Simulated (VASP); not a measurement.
# CuBIr3 (Pm-3m) in VASP: density of states with PBE

Aim: the density of states of CuBIr3 with PBE.

Program: VASP 6.6.1. These are calculated values, not measurements. Logs are shortened: lines on timing, memory, paths and dates and some standing lists are left out, and cuts for length are marked.

**1. The crystal as given**

Symmetry: Pm-3m, No. 221, cubic system. The conventional cell has a = 3.885 Å, b = 3.885 Å, c = 3.885 Å, α = 90.00°, β = 90.00°, γ = 90.00°. Ir (site symmetry 4/mmm) is surrounded by 2 B at 1.94 Å. Around Cu (site symmetry m-3m) lie 12 Ir at 2.75 Å. Around B (site symmetry m-3m) lie 6 Ir at 1.94 Å.

The cell was built by a generator and needn't be a form met in nature.

**2. Density of states, PBE**

Input file POSCAR:

```
CuBIr3
1.0
    3.8847970000      0.0000000000      0.0000000000
    0.0000000000      3.8847970000      0.0000000000
    0.0000000000      0.0000000000      3.8847970000
Ir Cu B
3 1 1
Direct
    0.0000000000      0.5000000000      0.5000000000
    0.5000000000      0.0000000000      0.5000000000
    0.5000000000      0.5000000000      0.0000000000
    0.0000000000      0.0000000000      0.0000000000
    0.5000000000      0.5000000000      0.5000000000
```

Input file INCAR.step1:

```
SYSTEM = CuBIr3
PREC = Accurate
ENCUT = 520
EDIFF = 1E-7
ISMEAR = -1
SIGMA = 0.1
LREAL = .False.
LASPH = .True.
NELM = 80
ALGO = Normal
ISIF = 2
LWAVE = .False.
LCHARG = .True.
LMAXMIX = 4
GGA = PE
NBANDS = 28
```

Input file KPOINTS.step1:

```
regular mesh
0
Gamma
  9 9 9
  0 0 0
```

Input file INCAR.step2:

```
SYSTEM = CuBIr3
PREC = Accurate
ENCUT = 520
EDIFF = 1E-7
ISMEAR = -5
SIGMA = 0.1
LREAL = .False.
LASPH = .True.
NELM = 80
ALGO = Normal
ISIF = 2
LWAVE = .False.
LCHARG = .False.
LMAXMIX = 4
GGA = PE
LORBIT = 11
NBANDS = 28
NEDOS = 1001
ICHARG = 11
```

Input file KPOINTS.step2:

```
regular mesh
0
Gamma
  14 14 14
  0 0 0
```

Potentials or basis: VASP PAW PBE potentials, release 64 (Ir, Cu, B).

Run with:

```
> cat potpaw_PBE.64/Ir/POTCAR potpaw_PBE.64/Cu/POTCAR potpaw_PBE.64/B/POTCAR > POTCAR
> cp INCAR.step1 INCAR
> cp KPOINTS.step1 KPOINTS
> mpirun -np 1 vasp_std > vasp.out
> cp INCAR.step2 INCAR
> cp KPOINTS.step2 KPOINTS
> mpirun -np 1 vasp_std > vasp.out
```

OUTCAR:

```text
SYSTEM = CuBIr3
   PREC = Accurate
   ENCUT = 520
   EDIFF = 1E-7
   ISMEAR = -5
   LREAL = .False.
   LASPH = .True.
   NELM = 80
   ISIF = 2
   GGA = PE
   LORBIT = 11
   ICHARG = 11

 ion  position               nearest neighbor table
   1  0.000  0.500  0.500-   5 1.94   5 1.94   4 2.75   2 2.75   3 2.75   4 2.75   2 2.75   4 2.75
                             4 2.75   2 2.75   3 2.75   3 2.75   3 2.75   2 2.75
   2  0.500  0.000  0.500-   5 1.94   5 1.94   4 2.75   1 2.75   3 2.75   4 2.75   1 2.75   3 2.75
                             3 2.75   3 2.75   1 2.75   4 2.75   4 2.75   1 2.75
   3  0.500  0.500  0.000-   5 1.94   5 1.94   4 2.75   1 2.75   1 2.75   2 2.75   2 2.75   2 2.75
                             4 2.75   2 2.75   1 2.75   4 2.75   1 2.75   4 2.75
   4  0.000  0.000  0.000-   1 2.75   2 2.75   3 2.75   1 2.75   2 2.75   1 2.75   3 2.75   1 2.75
                             2 2.75   3 2.75   2 2.75   3 2.75
   5  0.500  0.500  0.500-   1 1.94   2 1.94   3 1.94   3 1.94   2 1.94   1 1.94

  LATTYP: Found a simple cubic cell.
 ALAT       =     3.8847970000

  Lattice vectors:

 A1 = (   3.8847970000,   0.0000000000,   0.0000000000)
 A2 = (   0.0000000000,   3.8847970000,   0.0000000000)
 A3 = (   0.0000000000,   0.0000000000,   3.8847970000)

Analysis of symmetry for initial positions (statically):
=====================================================================
 Subroutine PRICEL returns:
 Original cell was already a primitive cell.

 Routine SETGRP: Setting up the symmetry group for a
 simple cubic supercell.

 Subroutine GETGRP returns: Found 48 space group operations
 (whereof 48 operations were pure point group operations)
 out of a pool of 48 trial point group operations.

The static configuration has the point symmetry O_h .

Analysis of symmetry for dynamics (positions and initial velocities):
=====================================================================
 Subroutine PRICEL returns:
 Original cell was already a primitive cell.

 Routine SETGRP: Setting up the symmetry group for a
 simple cubic supercell.

 Subroutine GETGRP returns: Found 48 space group operations
 (whereof 48 operations were pure point group operations)
 out of a pool of 48 trial point group operations.

The dynamic configuration has the point symmetry O_h .

 Subroutine INISYM returns: Found 48 space group operations
 (whereof 48 operations are pure point group operations),
 and found     1 'primitive' translations

----------------------------------------------------------------------------------------

                                     Primitive cell

  volume of cell :      58.6280

  direct lattice vectors                    reciprocal lattice vectors
     3.884797000  0.000000000  0.000000000     0.257413708  0.000000000  0.000000000
     0.000000000  3.884797000  0.000000000     0.000000000  0.257413708  0.000000000
     0.000000000  0.000000000  3.884797000     0.000000000  0.000000000  0.257413708

  length of vectors
     3.884797000  3.884797000  3.884797000     0.257413708  0.257413708  0.257413708

  position of ions in fractional coordinates (direct lattice)
     0.000000000  0.500000000  0.500000000
     0.500000000  0.000000000  0.500000000
     0.500000000  0.500000000  0.000000000
     0.000000000  0.000000000  0.000000000
     0.500000000  0.500000000  0.500000000

  ion indices of the primitive-cell ions
   primitive index   ion index
                 1           1
                 2           2
                 3           3
                 4           4
                 5           5

----------------------------------------------------------------------------------------

 KPOINTS: regular mesh

Automatic generation of k-mesh.
 Grid dimensions read from file:
 generate k-points for:   14   14   14

 Generating k-lattice:

  Cartesian coordinates                     Fractional coordinates (reciprocal lattice)
     0.018386693  0.000000000  0.000000000     0.071428571  0.000000000  0.000000000
     0.000000000  0.018386693  0.000000000     0.000000000  0.071428571  0.000000000
     0.000000000  0.000000000  0.018386693     0.000000000  0.000000000  0.071428571

  Length of vectors
     0.018386693  0.018386693  0.018386693

  Shift w.r.t. Gamma in fractional coordinates (k-lattice)
     0.000000000  0.000000000  0.000000000

 TETIRR: Found   1360 inequivalent tetrahedra from    16464

 Subroutine IBZKPT returns following result:
 ===========================================

 Found    120 irreducible k-points:

 Following reciprocal coordinates:
            Coordinates               Weight
  0.000000  0.000000  0.000000      1.000000
  0.071429  0.000000  0.000000      6.000000
  0.142857  0.000000  0.000000      6.000000
  0.214286  0.000000  0.000000      6.000000
  0.285714  0.000000  0.000000      6.000000
  0.357143  0.000000  0.000000      6.000000
[... 16 lines left out ...]
  0.285714  0.214286  0.000000     24.000000
  0.357143  0.214286  0.000000     24.000000
 [... further k-points ...]
   k-points           NKPTS =    120   k-points in BZ     NKDIM =    120   number of bands    NBANDS=     28
   number of dos      NEDOS =   1001   number of ions     NIONS =      5
   total plane-waves  NPLWV =  27000
   dimension x,y,z NGX =    30 NGY =   30 NGZ =   30
   dimension x,y,z NGXF=    60 NGYF=   60 NGZF=   60
   ions per type =               3   1   1
   NGX,Y,Z   is equivalent  to a cutoff of  12.84, 12.84, 12.84 a.u.
   NGXF,Y,Z  is equivalent  to a cutoff of  25.68, 25.68, 25.68 a.u.
 SYSTEM =  CuBIr3
   PREC   = accura    normal or accurate (medium, high low for compatibility)
   ISTART =      0    job   : 0-new  1-cont  2-samecut
   ICHARG =     11    charge: 1-file 2-atom 10-const
   ISPIN  =      1    spin polarized calculation?
   LNONCOLLINEAR =      F non collinear calculations
   LSORBIT =      F    spin-orbit coupling
   LASPH  =      T    aspherical Exc in radial PAW
   ENCUT  =  520.0 eV  38.22 Ry    6.18 a.u.   7.22  7.22  7.22*2*pi/ulx,y,z
   NELM   =     80;   NELMIN=  2; NELMDL=  0     # of ELM steps
   EDIFF  = 0.1E-06   stopping-criterion for ELM
   LREAL  =      F    real-space projection
   EDIFFG = 0.1E-05   stopping-criterion for IOM
   NSW    =      0    number of steps for IOM
   IBRION =     -1    ionic relax: 0-MD 1-quasi-New 2-CG
   NFREE  =      0    steps in history (QN), initial steepest desc. (CG)
   ISIF   =      2    stress and relaxation
   ISYM   =      2    0-nonsym 1-usesym 2-fastsym
   POTIM  = 0.5000    time-step for ionic-motion
   TEBEG  =    0.0;   TEEND  =   0.0 temperature during run
   PSTRESS=    0.0 pullay stress
   NELECT =      41.0000    total number of electrons
   NUPDOWN=      -1.0000    fix difference up-down
   EMIN   =  10.00;   EMAX   =-10.00  energy-range for DOS
   EFERMI =   0.00;   METHOD = LEGACY
   ISMEAR =    -5;   SIGMA  =   0.10  broadening in eV -4-tet -1-fermi 0-gaus
   EFERMI_NEDOS =   21; number of points for ismear=-14 and -15
   IALGO  =     38    algorithm
   IMIX   =      4    mixing-type and parameters
     AMIX     =   0.40;   BMIX     =  1.00
     AMIX_MAG =   1.60;   BMIX_MAG =  1.00
  volume/ion in A,a.u.               =      11.73        79.13
  Fermi-wavevector in a.u.,A,eV,Ry     =   1.453119  2.745996 28.729439  2.111554
  Thomas-Fermi vector in A             =   2.570422
   LORBIT       =     11    0 simple, 1 ext, 2 COOP (PROOUT), +10 PAW based schemes
   GGA     = PE    functional components
   LHFCALC =     F    Hartree Fock is set to
   AEXX    =    0.0000 exact exchange contribution
   IVDW    =     0    specifies the selected vdW correction
   LEPSILON=     F    determine dielectric tensor
   LRPA    =     F    only Hartree local field effects (RPA)
 non-spin polarized calculation
 Fermi weights with tetrahedron method with Bloechl corrections
  energy-cutoff  :      520.00
  volume of cell :       58.63
 maximum number of plane-waves:      1604
 NGX is ok and might be reduce to    30

 number of electron      40.9999980 magnetization

 Free energy of the ion-electron system (eV)
  ---------------------------------------------------
  ext. energy  EPLUGINS =         0.00000000
  ---------------------------------------------------
  free energy    TOTEN  =       -34.52642447 eV

  energy without entropy =      -34.52642447  energy(sigma->0) =      -34.52642447

 E-fermi :   9.6361     XC(G=0): -13.6628

 val. band max:        9.6587509176   @ k =   0.4286   0.3571   0.3571
 cond. band min:       9.6106811858   @ k =   0.2857   0.2857   0.0000
 fundamental gap:     -0.0480697318
 Fermi energy:         9.6361290589

 k-point     1 :       0.0000    0.0000    0.0000
  band No.  band energies     occupation
      1      -4.1669      2.00000
      2       1.0701      2.00000
      3       3.0371      2.00000
      4       3.0371      2.00000
      5       3.0371      2.00000
      6       3.7074      2.00000
[... 20 lines left out ...]
     27      14.6604      0.00000
     28      18.1512      0.00000

 k-point     2 :       0.0714    0.0000    0.0000
  band No.  band energies     occupation
      1      -4.1098      2.00000
      2       1.1248      2.00000
      3       3.0577      2.00000
      4       3.0674      2.00000
      5       3.0674      2.00000
      6       3.7167      2.00000
[... 20 lines left out ...]
     27      14.7810      0.00000
     28      18.0971      0.00000

 k-point     3 :       0.1429    0.0000    0.0000
  band No.  band energies     occupation
      1      -3.9413      2.00000
      2       1.2861      2.00000
      3       3.1173      2.00000
      4       3.1579      2.00000
      5       3.1579      2.00000
      6       3.7324      2.00000
[... 20 lines left out ...]
     27      15.1231      0.00000
     28      17.9428      0.00000

 k-point     4 :       0.2143    0.0000    0.0000
  band No.  band energies     occupation
      1      -3.6718      2.00000
      2       1.5432      2.00000
      3       3.2093      2.00000
      4       3.3080      2.00000
      5       3.3080      2.00000
      6       3.6933      2.00000
[... 20 lines left out ...]
     27      15.6408      0.00000
     28      17.7566      0.00000

 k-point     5 :       0.2857    0.0000    0.0000
  band No.  band energies     occupation
      1      -3.3231      2.00000
      2       1.8648      2.00000
      3       3.3217      2.00000
      4       3.3553      2.00000
      5       3.5154      2.00000
      6       3.5154      2.00000
[... 20 lines left out ...]
     27      16.2806      0.00000
     28      17.5571      0.00000

 k-point     6 :       0.3571    0.0000    0.0000
  band No.  band energies     occupation
      1      -2.9401      2.00000
      2       2.0814      2.00000
      3       2.8303      2.00000
      4       3.4348      2.00000
      5       3.7737      2.00000
      6       3.7737      2.00000
[... 463 lines left out ...]
      5       3.6071      2.00000
      6       3.7856      2.00000
[... 20 lines left out ...]
     27      17.5835      0.00000
     28      18.2911      0.00000

 k-point    22 :       0.2143    0.2143    0.0000
  band No.  band energies     occupation
      1      -3.1967      2.00000
      2       1.9920      2.00000
      3       3.1353      2.00000
      4       3.1910      2.00000
      5       3.4816      2.00000
      6       3.7649      2.00000
[... 20 lines left out ...]
     27      16.9197      0.00000
     28      17.6253      0.00000

 k-point    23 :       0.2857    0.2143    0.0000
  band No.  band energies     occupation
      1      -2.8569      2.00000
      2       2.2555      2.00000
      3       2.8443      2.00000
      4       3.1636      2.00000
      5       3.2099      2.00000
      6       4.0106      2.00000
[... 20 lines left out ...]
     27      17.3915      0.00000
     28      17.5063      0.00000

 k-point    24 :       0.3571    0.2143    0.0000
  band No.  band energies     occupation
      1      -2.4755      2.00000
      2       1.9566      2.00000
      3       2.8016      2.00000
      4       3.2059      2.00000
      5       3.2335      2.00000
      6       4.2845      2.00000
[... 20 lines left out ...]
     27      17.6713      0.00000
     28      17.7526      0.00000

 [... further k-points ...]

------------------------ aborting loop because EDIFF is reached ----------------------------------------

  FORCE on cell =-STRESS in cart. coord.  units (eV):
  Direction    XX          YY          ZZ          XY          YZ          ZX
  --------------------------------------------------------------------------------------
  -------------------------------------------------------------------------------------
  Total       20.4432890     20.4432890     20.4432890      0.0000000     -0.0000000      0.0000000
  in kB      558.6713006    558.6713006    558.6713006      0.0000000     -0.0000000      0.0000000
  external PRESSURE =     558.6713006 kB  Pullay stress =       0.0000000 kB

 VOLUME and BASIS-vectors are now :
 -----------------------------------------------------------------------------
  energy-cutoff  :      520.00
  volume of cell :       58.63
      direct lattice vectors                 reciprocal lattice vectors
     3.884797000  0.000000000  0.000000000     0.257413708  0.000000000  0.000000000
     0.000000000  3.884797000  0.000000000     0.000000000  0.257413708  0.000000000
     0.000000000  0.000000000  3.884797000     0.000000000  0.000000000  0.257413708

 POSITION                                       TOTAL-FORCE (eV/Angst)
 -----------------------------------------------------------------------------------
      0.00000      1.94240      1.94240         0.000000      0.000000      0.000000
      1.94240      0.00000      1.94240         0.000000      0.000000      0.000000
      1.94240      1.94240      0.00000         0.000000      0.000000      0.000000
      0.00000      0.00000      0.00000         0.000000      0.000000      0.000000
      1.94240      1.94240      1.94240         0.000000      0.000000      0.000000
 -----------------------------------------------------------------------------------
    total drift:                               -0.000000      0.000000     -0.000000

  FREE ENERGIE OF THE ION-ELECTRON SYSTEM (eV)
  ---------------------------------------------------
  free  energy   TOTEN  =       -34.5264244679 eV

  energy  without entropy=      -34.5264244679  energy(sigma->0) =      -34.52642447

 total charge

# of ion       s       p       d       tot
------------------------------------------
    1        0.690   0.849   7.265   8.804
    2        0.690   0.849   7.265   8.804
    3        0.690   0.849   7.265   8.804
    4        0.376   0.385   9.226   9.988
    5        0.844   1.570   0.000   2.414
--------------------------------------------------
tot          3.290   4.503  31.021  38.814
```

Run time: 1.8 min. Hardware: 1 thread of AMD EPYC 9R45 (Zen 5), shared host; peak memory 0.28 GiB.

Results:

- Valence electrons inside the program's atomic spheres: Ir 8.80; Cu 9.99; B 2.41

States per cell in windows of 1 eV (zero at the Fermi level; states under -8 eV left out):
| from (eV) | total | Cu4_d | Ir1_d | Ir2_d | Ir3_d | B5_p | Ir1_p |
| --- | --- | --- | --- | --- | --- | --- | --- |
| -8.0 | 1.32 | 0.01 | 0.19 | 0.19 | 0.19 | 0.18 | 0.05 |
| -7.0 | 4.29 | 0.06 | 0.90 | 0.90 | 0.90 | 0.30 | 0.15 |
| -6.0 | 2.59 | 0.16 | 0.52 | 0.52 | 0.52 | 0.09 | 0.06 |
| -5.0 | 5.64 | 0.47 | 1.21 | 1.21 | 1.21 | 0.20 | 0.13 |
| -4.0 | 5.04 | 1.19 | 0.94 | 0.94 | 0.94 | 0.12 | 0.12 |
| -3.0 | 7.00 | 3.44 | 0.86 | 0.86 | 0.86 | 0.08 | 0.11 |
| -2.0 | 5.72 | 2.49 | 0.90 | 0.90 | 0.90 | 0.05 | 0.05 |
| -1.0 | 5.31 | 1.37 | 1.15 | 1.15 | 1.15 | 0.07 | 0.06 |
| 0.0 | 2.69 | 0.26 | 0.71 | 0.71 | 0.71 | 0.03 | 0.04 |
| 1.0 | 0.68 | 0.01 | 0.19 | 0.19 | 0.19 | 0.01 | 0.01 |
| 2.0 | 2.22 | 0.02 | 0.46 | 0.46 | 0.46 | 0.19 | 0.09 |
| 3.0 | 1.25 | 0.02 | 0.21 | 0.21 | 0.21 | 0.16 | 0.07 |
| 4.0 | 1.82 | 0.04 | 0.21 | 0.21 | 0.21 | 0.25 | 0.06 |
| 5.0 | 1.11 | 0.03 | 0.10 | 0.10 | 0.10 | 0.10 | 0.04 |
| 6.0 | 1.17 | 0.04 | 0.09 | 0.09 | 0.09 | 0.11 | 0.07 |
| 7.0 | 1.73 | 0.05 | 0.12 | 0.12 | 0.12 | 0.14 | 0.10 |

Caveat: tetrahedron occupations give inexact forces and stress in metals. The run has no spin-orbit coupling, so splittings on Ir are missing.
